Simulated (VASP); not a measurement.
The system is BiTe.

```
CELL_PARAMETERS angstrom
2.42271 1.39875 3.31729
-2.42271 1.39875 3.31729
0.00000 -2.79750 3.31729
ATOMIC_POSITIONS crystal
Bi 0.50000 0.50000 0.50000
Te 0.00000 0.00000 0.00000
```

The cell comes from a database or a generator and needn't be the stable form of this composition.

```yaml
Program: VASP 6.6.1
Task: relaxation of cell and atoms
Functional: LDA
Potentials_or_basis: VASP PAW LDA potentials, release 64 (Bi_d, Te)
Cutoff: 600 eV
k_mesh: 6 × 6 × 6
Occupations: fermi-dirac, width 0.05 eV
Spin: no spin polarisation
```

At the start: pressure -3.5 GPa; volume 33.72 Å³/atom.

**Question.** How do energy, volume and symmetry change on relaxing?

**Answer.** Over 6 steps the energy falls by 29.1 meV/atom and the volume is 31.19 Å³/atom (-7.5 %); space group R-3m (No. 166, to 0.05 Å).

The path:
| step | energy change (eV) | largest force (eV/Å) | pressure (GPa) | volume (Å³) |
| --- | --- | --- | --- | --- |
| 1 | 0.0000 | 0.0000 | -3.54 | 67.45 |
| 2 | -0.0340 | 0.0000 | 2.59 | 60.43 |
| 3 | -0.0538 | 0.0000 | -0.02 | 62.92 |
| 4 | -0.0555 | 0.0000 | -0.04 | 62.80 |
| 5 | -0.0579 | 0.0000 | 0.00 | 62.53 |
| 6 | -0.0582 | 0.0000 | 0.00 | 62.38 |

Final structure:
```cif
data_structure
_symmetry_space_group_name_H-M 'P 1'
_symmetry_Int_Tables_number 1
_cell_length_a 4.1943
_cell_length_b 4.1943
_cell_length_c 4.1943
_cell_angle_alpha 69.358
_cell_angle_beta 69.358
_cell_angle_gamma 69.358
_cell_volume 62.38
loop_
_atom_site_label
_atom_site_type_symbol
_atom_site_fract_x
_atom_site_fract_y
_atom_site_fract_z
_atom_site_occupancy
Bi1 Bi 0.50000 0.50000 0.50000 1
Te1 Te 0.00000 0.00000 0.00000 1
```
